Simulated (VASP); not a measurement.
VASP input:

### POSCAR
```
BN
1
    0.0000000000     1.8485350000     1.8485350000
    1.8485350000     0.0000000000     1.8485350000
    1.8485350000     1.8485350000     0.0000000000
B N
1 1
Direct
  0.0000000000   0.0000000000   0.0000000000
  0.7500000000   0.7500000000   0.7500000000
```

INCAR:
```
! general
SYSTEM = BN
PREC   = Accurate
ENCUT  = 520
LREAL  = .FALSE.
LASPH  = .TRUE.

! electronic loop
EDIFF  = 1E-6
NELM   = 100
ALGO   = Normal

! smearing
ISMEAR = 0
SIGMA  = 0.01

! functional
GGA    = PS

! ions
ISIF   = 2

! output
LWAVE  = .FALSE.
LCHARG = .FALSE.
```

### KPOINTS
```
Automatic mesh
0
G
 8 8 8
```

POTCAR, in this order: B N (PBE.64 set). Program: vasp_std.

### Question
Translate this PBEsol calculation to Ansatz.

### Answer
One equivalent input (not run):
Ansatz 0.2 input:
```yaml
crystal:
  lattice:
    - [0.0000000, 1.8485350, 1.8485350]
    - [1.8485350, 0.0000000, 1.8485350]
    - [1.8485350, 1.8485350, 0.0000000]
  atoms:
    - { symbol: B, position: [0.0000000, 0.0000000, 0.0000000] }
    - { symbol: N, position: [0.7500000, 0.7500000, 0.7500000] }
kpoints:
  mp_grid: { grid: [8, 8, 8] }
hamiltonian:
  xc: pbesol
  pseudopotentials: { kind: paw }
scf:
  occupations: { method: gaussian, width: 0.01 }
  max_iter: 100
output: { forces: true, stress: true, eigenvalues: true }
```
What does not carry over: each code has its own PAW files, so the cut-off isn't converted (ENCUT is set for VASP's; basis.ecutwfc is left out, and Ansatz then takes the one that its files recommend); Ansatz stops its SCF on the density residual and VASP on the energy change (EDIFF).

The structure comes from a computed database's BN entry; how it stands against other phases isn't given here. The cell was not relaxed at this level. The run is one of a series of settings (ENCUT = 520 against the base run), some of them coarse on purpose.
